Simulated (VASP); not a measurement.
Data:

```yaml
crystal:
  lattice:
    - [1.85258, -3.20876, 0.00000]
    - [1.85258, 3.20876, 0.00000]
    - [0.00000, 0.00000, 5.80508]
  atoms:
    - { symbol: Gd, position: [0.33333, 0.66667, 0.25000] }
    - { symbol: Gd, position: [0.66667, 0.33333, 0.75000] }
```

All values below come from vdW-DF2, VASP's PBE PAW potentials (set 64) (plane waves; VASP). Numerical set-up: 520 eV cut-off, Gaussian smearing of 0.050 eV, potentials Gd_3.

The 4f electrons are frozen in the core of the lanthanide potential, so 4f levels, which can set the real gap, and their magnetism are missing.

### Question
Give the energies of bands 7 to 12 at the high-symmetry points, in eV from the Fermi level.

### Answer

```
band      Γ      M      K      A      L      H
----  -----  -----  -----  -----  -----  -----
7     -4.59  -1.69  -0.90  -3.10  -1.76  -0.54
8     -1.99  -1.35  -0.58  -3.10  -1.76  -0.54
9      1.49  -0.92  -0.58   0.90  -0.01  -0.33
10     1.57   0.25  -0.28   0.90  -0.01  -0.33
11     1.57   1.28   1.07   1.48   1.78   0.62
12     1.90   1.50   1.07   1.48   1.78   0.62
```

It has no gap at this level: it comes out as a metal or semimetal.

The compound is Gd in the hcp structure. It was relaxed first.
